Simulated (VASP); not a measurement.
# Mg3TiO4 (a cell with a defect) in VASP: notebook

The runs below take Mg3TiO4 (a cell with a defect) through single point, with r2SCAN.

Everything below comes from runs of VASP 6.6.1. Logs are shortened: lines on timing, memory, paths and dates and some standing lists are left out, and cuts for length are marked.

## 1. The structure

The cell holds a defect, 8 atoms: a = 4.442 Å, b = 4.442 Å, c = 4.442 Å, α = 90.00°, β = 90.00°, γ = 90.00°.

The cell was built by a generator and needn't be a form met in nature.

## 2. Single point, r2SCAN, collinear spin, typed start

Input file POSCAR:

```
Mg3TiO4
1.0
    4.4424000000      0.0000000000      0.0000000000
    0.0000000000      4.4424000000      0.0000000000
    0.0000000000      0.0000000000      4.4424000000
Ti O Mg
1 4 3
Direct
    0.0000000000      0.0000000000      0.0000000000
    0.5000000000      0.0000000000      0.0000000000
    0.5000000000      0.5000000000      0.5000000000
    0.0000000000      0.0000000000      0.5000000000
    0.0000000000      0.5000000000      0.0000000000
    0.0000000000      0.5000000000      0.5000000000
    0.5000000000      0.0000000000      0.5000000000
    0.5000000000      0.5000000000      0.0000000000
```

Input file INCAR.step1:

```
  PREC = Accurate
  ENCUT = 520
  ISMEAR = 0
  SIGMA = 0.02
  LREAL = F
  LASPH = T
  NELM = 150
  ISPIN = 2
  MAGMOM = 1 0 0 0 0 0 0 0
  LMAXMIX = 4
  NBANDS = 35
  GGA = PE
  ALGO = Normal
  EDIFF = 1E-4
  LWAVE = T
  LCHARG = F
```

Input file INCAR.step2:

```
  PREC = Accurate
  ENCUT = 520
  EDIFF = 1E-7
  ISMEAR = 0
  SIGMA = 0.02
  LREAL = F
  LASPH = T
  NELM = 150
  ALGO = Normal
  ISIF = 2
  LWAVE = F
  LCHARG = F
  ISPIN = 2
  MAGMOM = 1 0 0 0 0 0 0 0
  LORBIT = 11
  LMAXMIX = 4
  METAGGA = R2SCAN
  LMIXTAU = T
  NBANDS = 35
  ISTART = 1
```

Input file KPOINTS:

```
regular mesh
0
Gamma
  3 3 3
```

Potentials or basis: VASP PAW PBE potentials, release 64 (Ti_sv, O, Mg).

Command:

```bash
$ cat potpaw_PBE.64/Ti_sv/POTCAR potpaw_PBE.64/O/POTCAR potpaw_PBE.64/Mg/POTCAR > POTCAR
$ cp INCAR.step1 INCAR
$ mpirun -np 1 vasp_std > vasp.out
$ cp INCAR.step2 INCAR
$ mpirun -np 1 vasp_std > vasp.out
```

OUTCAR:

```text
PREC = Accurate
   ENCUT = 520
   EDIFF = 1E-7
   ISMEAR = 0
   LREAL = F
   LASPH = T
   NELM = 150
   ISIF = 2
   ISPIN = 2
   LORBIT = 11
   METAGGA = R2SCAN
   ISTART = 1

 ion  position               nearest neighbor table
   1  0.000  0.000  0.000-   2 2.22   4 2.22   5 2.22   4 2.22   5 2.22   2 2.22   6 3.14   6 3.14
                             7 3.14   7 3.14   6 3.14   8 3.14   6 3.14   8 3.14   7 3.14   8 3.14
   2  0.500  0.000  0.000-   1 2.22   7 2.22   8 2.22   7 2.22   8 2.22   1 2.22
   3  0.500  0.500  0.500-   6 2.22   7 2.22   8 2.22   8 2.22   7 2.22   6 2.22
   4  0.000  0.000  0.500-   1 2.22   6 2.22   7 2.22   1 2.22   6 2.22   7 2.22
   5  0.000  0.500  0.000-   1 2.22   6 2.22   8 2.22   6 2.22   1 2.22   8 2.22
   6  0.000  0.500  0.500-   3 2.22   4 2.22   5 2.22   5 2.22   4 2.22   3 2.22   1 3.14   1 3.14
                             8 3.14   1 3.14   7 3.14   7 3.14   1 3.14   8 3.14   7 3.14   8 3.14
   7  0.500  0.000  0.500-   2 2.22   3 2.22   4 2.22   2 2.22   3 2.22   4 2.22   1 3.14   1 3.14
                             8 3.14   6 3.14   6 3.14   8 3.14   8 3.14   1 3.14   8 3.14   6 3.14
   8  0.500  0.500  0.000-   2 2.22   3 2.22   5 2.22   3 2.22   2 2.22   5 2.22   1 3.14   6 3.14
                             7 3.14   1 3.14   6 3.14   7 3.14   7 3.14   1 3.14   7 3.14   6 3.14

  LATTYP: Found a simple cubic cell.
 ALAT       =     4.4424000000

  Lattice vectors:

 A1 = (   4.4424000000,   0.0000000000,   0.0000000000)
 A2 = (   0.0000000000,   4.4424000000,   0.0000000000)
 A3 = (   0.0000000000,   0.0000000000,   4.4424000000)

Analysis of symmetry for initial positions (statically):
=====================================================================
 Subroutine PRICEL returns:
 Original cell was already a primitive cell.

 Routine SETGRP: Setting up the symmetry group for a
 simple cubic supercell.

 Subroutine GETGRP returns: Found 48 space group operations
 (whereof 48 operations were pure point group operations)
 out of a pool of 48 trial point group operations.

The static configuration has the point symmetry O_h .

Analysis of symmetry for dynamics (positions and initial velocities):
=====================================================================
 Subroutine PRICEL returns:
 Original cell was already a primitive cell.

 Routine SETGRP: Setting up the symmetry group for a
 simple cubic supercell.

 Subroutine GETGRP returns: Found 48 space group operations
 (whereof 48 operations were pure point group operations)
 out of a pool of 48 trial point group operations.

The dynamic configuration has the point symmetry O_h .

Analysis of structural, dynamic, and magnetic symmetry:
=====================================================================
 Subroutine PRICEL returns:
 Original cell was already a primitive cell.

 Routine SETGRP: Setting up the symmetry group for a
 simple cubic supercell.

 Subroutine GETGRP returns: Found 48 space group operations
 (whereof 48 operations were pure point group operations)
 out of a pool of 48 trial point group operations.

The overall configuration has the point symmetry O_h .

 Subroutine INISYM returns: Found 48 space group operations
 (whereof 48 operations are pure point group operations),
 and found     1 'primitive' translations

----------------------------------------------------------------------------------------

                                     Primitive cell

  volume of cell :      87.6704

  direct lattice vectors                    reciprocal lattice vectors
     4.442400000  0.000000000  0.000000000     0.225103548  0.000000000  0.000000000
     0.000000000  4.442400000  0.000000000     0.000000000  0.225103548  0.000000000
     0.000000000  0.000000000  4.442400000     0.000000000  0.000000000  0.225103548

  length of vectors
     4.442400000  4.442400000  4.442400000     0.225103548  0.225103548  0.225103548

  position of ions in fractional coordinates (direct lattice)
     0.000000000  0.000000000  0.000000000
     0.500000000  0.000000000  0.000000000
     0.500000000  0.500000000  0.500000000
     0.000000000  0.000000000  0.500000000
     0.000000000  0.500000000  0.000000000
     0.000000000  0.500000000  0.500000000
     0.500000000  0.000000000  0.500000000
     0.500000000  0.500000000  0.000000000

  ion indices of the primitive-cell ions
   primitive index   ion index
                 1           1
                 2           2
                 3           3
                 4           4
                 5           5
                 6           6
                 7           7
                 8           8

----------------------------------------------------------------------------------------

 KPOINTS: regular mesh

Automatic generation of k-mesh.
 Grid dimensions read from file:
 generate k-points for:    3    3    3

 Generating k-lattice:

  Cartesian coordinates                     Fractional coordinates (reciprocal lattice)
     0.075034516  0.000000000  0.000000000     0.333333333  0.000000000  0.000000000
     0.000000000  0.075034516  0.000000000     0.000000000  0.333333333  0.000000000
     0.000000000  0.000000000  0.075034516     0.000000000  0.000000000  0.333333333

  Length of vectors
     0.075034516  0.075034516  0.075034516

  Shift w.r.t. Gamma in fractional coordinates (k-lattice)
     0.000000000  0.000000000  0.000000000

 Subroutine IBZKPT returns following result:
 ===========================================

 Found      4 irreducible k-points:

 Following reciprocal coordinates:
            Coordinates               Weight
  0.000000  0.000000  0.000000      1.000000
  0.333333  0.000000  0.000000      6.000000
  0.333333  0.333333  0.000000     12.000000
  0.333333  0.333333  0.333333      8.000000
   k-points           NKPTS =      4   k-points in BZ     NKDIM =      4   number of bands    NBANDS=     35
   number of dos      NEDOS =    301   number of ions     NIONS =      8
   total plane-waves  NPLWV =  46656
   dimension x,y,z NGX =    36 NGY =   36 NGZ =   36
   dimension x,y,z NGXF=    72 NGYF=   72 NGZF=   72
   ions per type =               1   4   3
   NGX,Y,Z   is equivalent  to a cutoff of  13.47, 13.47, 13.47 a.u.
   NGXF,Y,Z  is equivalent  to a cutoff of  26.94, 26.94, 26.94 a.u.
 SYSTEM =  unknown system
   PREC   = accura    normal or accurate (medium, high low for compatibility)
   ISTART =      1    job   : 0-new  1-cont  2-samecut
   ICHARG =      0    charge: 1-file 2-atom 10-const
   ISPIN  =      2    spin polarized calculation?
   LNONCOLLINEAR =      F non collinear calculations
   LSORBIT =      F    spin-orbit coupling
   LASPH  =      T    aspherical Exc in radial PAW
   ENCUT  =  520.0 eV  38.22 Ry    6.18 a.u.   8.26  8.26  8.26*2*pi/ulx,y,z
   NELM   =    150;   NELMIN=  2; NELMDL=  0     # of ELM steps
   EDIFF  = 0.1E-06   stopping-criterion for ELM
   LREAL  =      F    real-space projection
   EDIFFG = 0.1E-05   stopping-criterion for IOM
   NSW    =      0    number of steps for IOM
   IBRION =     -1    ionic relax: 0-MD 1-quasi-New 2-CG
   NFREE  =      0    steps in history (QN), initial steepest desc. (CG)
   ISIF   =      2    stress and relaxation
   ISYM   =      2    0-nonsym 1-usesym 2-fastsym
   POTIM  = 0.5000    time-step for ionic-motion
   TEBEG  =    0.0;   TEEND  =   0.0 temperature during run
   PSTRESS=    0.0 pullay stress
   NELECT =      42.0000    total number of electrons
   NUPDOWN=      -1.0000    fix difference up-down
   EMIN   =  10.00;   EMAX   =-10.00  energy-range for DOS
   EFERMI =   0.00;   METHOD = LEGACY
   ISMEAR =     0;   SIGMA  =   0.02  broadening in eV -4-tet -1-fermi 0-gaus
   EFERMI_NEDOS =   21; number of points for ismear=-14 and -15
   IALGO  =     38    algorithm
   IMIX   =      4    mixing-type and parameters
     AMIX     =   0.40;   BMIX     =  1.00
     AMIX_MAG =   1.60;   BMIX_MAG =  1.00
  volume/ion in A,a.u.               =      10.96        73.95
  Fermi-wavevector in a.u.,A,eV,Ry     =   1.280974  2.420690 22.325719  1.640894
  Thomas-Fermi vector in A             =   2.413371
   LORBIT       =     11    0 simple, 1 ext, 2 COOP (PROOUT), +10 PAW based schemes
   METAGGA = R2SCAN    functional components
   LHFCALC =     F    Hartree Fock is set to
   AEXX    =    0.0000 exact exchange contribution
   IVDW    =     0    specifies the selected vdW correction
   LEPSILON=     F    determine dielectric tensor
   LRPA    =     F    only Hartree local field effects (RPA)
 spin polarized calculation
 Gauss-broadening in eV      SIGMA  =   0.02
  energy-cutoff  :      520.00
  volume of cell :       87.67
 maximum number of plane-waves:      2378
 NGX is ok and might be reduce to    36
   NGX = 17   NGY = 17   NGZ = 17

 number of electron      41.9999970 magnetization       1.9259260

 Free energy of the ion-electron system (eV)
  ---------------------------------------------------
  ext. energy  EPLUGINS =         0.00000000
  ---------------------------------------------------
  free energy    TOTEN  =       -70.91580761 eV

  energy without entropy =      -70.91415131  energy(sigma->0) =      -70.91497946

 E-fermi :   7.5811     XC(G=0): -11.2890

 val. band max:        7.5683871669   @ k =   0.3333   0.3333   0.3333
 cond. band min:       7.6058950997   @ k =   0.3333   0.3333   0.0000
 fundamental gap:      0.0375079327
 Fermi energy:         7.5810864361

 spin component 1

 k-point     1 :       0.0000    0.0000    0.0000
  band No.  band energies     occupation
      1     -52.8559      1.00000
      2     -28.2093      1.00000
      3     -28.2093      1.00000
      4     -28.2091      1.00000
      5     -14.9331      1.00000
      6     -14.0523      1.00000
[... 25 lines left out ...]
     32      14.5696      0.00000
     33      15.1516      0.00000
[... 76 lines left out ...]
      2     -28.2260      1.00000
      3     -28.2258      1.00000
      4     -28.2257      1.00000
      5     -14.2507      1.00000
      6     -14.0226      1.00000
[... 25 lines left out ...]
     32      14.6703      0.00000
     33      15.3352      0.00000
 Fermi energy:         7.5810864361

 spin component 2

 k-point     1 :       0.0000    0.0000    0.0000
  band No.  band energies     occupation
      1     -50.9864      1.00000
      2     -26.3091      1.00000
      3     -26.3091      1.00000
      4     -26.3090      1.00000
      5     -14.8913      1.00000
      6     -14.0229      1.00000
[... 25 lines left out ...]
     32      15.3952      0.00000
     33      15.3952      0.00000
[... 76 lines left out ...]
      2     -26.3328      1.00000
      3     -26.3326      1.00000
      4     -26.3325      1.00000
      5     -14.2073      1.00000
      6     -13.9772      1.00000
[... 25 lines left out ...]
     32      14.8665      0.00000
     33      15.9131      0.00000
 [bands above 33 left out]

------------------------ aborting loop because EDIFF is reached ----------------------------------------

  FORCE on cell =-STRESS in cart. coord.  units (eV):
  Direction    XX          YY          ZZ          XY          YZ          ZX
  --------------------------------------------------------------------------------------
  -------------------------------------------------------------------------------------
  Total       -8.6985060     -8.6985060     -8.6985060     -0.0000000      0.0000000      0.0000000
  in kB     -158.9652762   -158.9652762   -158.9652762     -0.0000000      0.0000000      0.0000000
  external PRESSURE =    -158.9652762 kB  Pullay stress =       0.0000000 kB

 VOLUME and BASIS-vectors are now :
 -----------------------------------------------------------------------------
  energy-cutoff  :      520.00
  volume of cell :       87.67
      direct lattice vectors                 reciprocal lattice vectors
     4.442400000  0.000000000  0.000000000     0.225103548  0.000000000  0.000000000
     0.000000000  4.442400000  0.000000000     0.000000000  0.225103548  0.000000000
     0.000000000  0.000000000  4.442400000     0.000000000  0.000000000  0.225103548

 POSITION                                       TOTAL-FORCE (eV/Angst)
 -----------------------------------------------------------------------------------
      0.00000      0.00000      0.00000         0.000000      0.000000      0.000000
      2.22120      0.00000      0.00000         0.000000      0.000000      0.000000
      2.22120      2.22120      2.22120         0.000000      0.000000      0.000000
      0.00000      0.00000      2.22120         0.000000      0.000000      0.000000
      0.00000      2.22120      0.00000         0.000000      0.000000      0.000000
      0.00000      2.22120      2.22120         0.000000      0.000000      0.000000
      2.22120      0.00000      2.22120         0.000000      0.000000      0.000000
      2.22120      2.22120      0.00000         0.000000      0.000000      0.000000
 -----------------------------------------------------------------------------------
    total drift:                                0.000000      0.000000     -0.000000

  FREE ENERGIE OF THE ION-ELECTRON SYSTEM (eV)
  ---------------------------------------------------
  free  energy   TOTEN  =       -70.9158076079 eV

  energy  without entropy=      -70.9141513118  energy(sigma->0) =      -70.91497946

 total charge

# of ion       s       p       d       tot
------------------------------------------
    1        2.117   6.091   2.015  10.223
    2        1.548   3.500   0.000   5.048
    3        1.547   3.494   0.000   5.041
    4        1.548   3.500   0.000   5.048
    5        1.548   3.500   0.000   5.048
    6        0.122   0.130   0.050   0.303
    7        0.122   0.130   0.050   0.303
    8        0.122   0.130   0.050   0.303
--------------------------------------------------
tot          8.674  20.476   2.166  31.317

 magnetization (x)

# of ion       s       p       d       tot
------------------------------------------
    1        0.013   0.011   1.536   1.560
    2        0.001   0.009   0.000   0.009
    3       -0.000   0.002   0.000   0.002
    4        0.001   0.009   0.000   0.009
    5        0.001   0.009   0.000   0.009
    6       -0.001  -0.001   0.002   0.000
    7       -0.001  -0.001   0.002   0.000
    8       -0.001  -0.001   0.002   0.000
--------------------------------------------------
tot          0.012   0.037   1.541   1.590
```

It took 73 s on 1 thread of Intel Xeon 6975P-C (Granite Rapids), shared host; peak memory 0.26 GiB.

Results:

* Free energy: -70.9158 eV
* Pressure: -15.9 GPa
* Band gap on the k mesh: none (metal or under the smearing width)
* Net moment: 1.93 μB per cell
* Site moments: Ti +1.56; O +0.01, +0.00; Mg +0.00 μB
* Valence electrons inside the program's atomic spheres: Ti 10.22; O 5.05, 5.04; Mg 0.30

Levels at points of the mesh, in eV from the Fermi level:
Spin up:
| k point | band 18 | band 19 | band 20 | band 21 | band 22 | band 23 | band 24 | band 25 | band 26 | band 27 |
| --- | --- | --- | --- | --- | --- | --- | --- | --- | --- | --- |
| (0.00, 0.00, 0.00) | -5.09 | -5.09 | -5.09 | -1.25 | -1.25 | -1.25 | -0.73 | 1.60 | 1.60 | 4.47 |
Spin down:
| k point | band 16 | band 17 | band 18 | band 19 | band 20 | band 21 | band 22 | band 23 | band 24 | band 25 |
| --- | --- | --- | --- | --- | --- | --- | --- | --- | --- | --- |
| (0.00, 0.00, 0.00) | -5.93 | -5.93 | -5.07 | -5.07 | -5.07 | -0.52 | 0.94 | 0.94 | 0.94 | 2.35 |

Caveat: the k mesh is coarse (spacing up to 0.47 Å⁻¹), so the values aren't converged; so large a pressure means that the cell lies far from this level's equilibrium, or that cutoff or potentials fall short; the potentials were made for another functional, which shifts forces and pressure; semilocal functionals often make such compounds metallic where correlation or magnetic order opens a gap, which also shifts bond lengths.

[end of part 1 of 2]
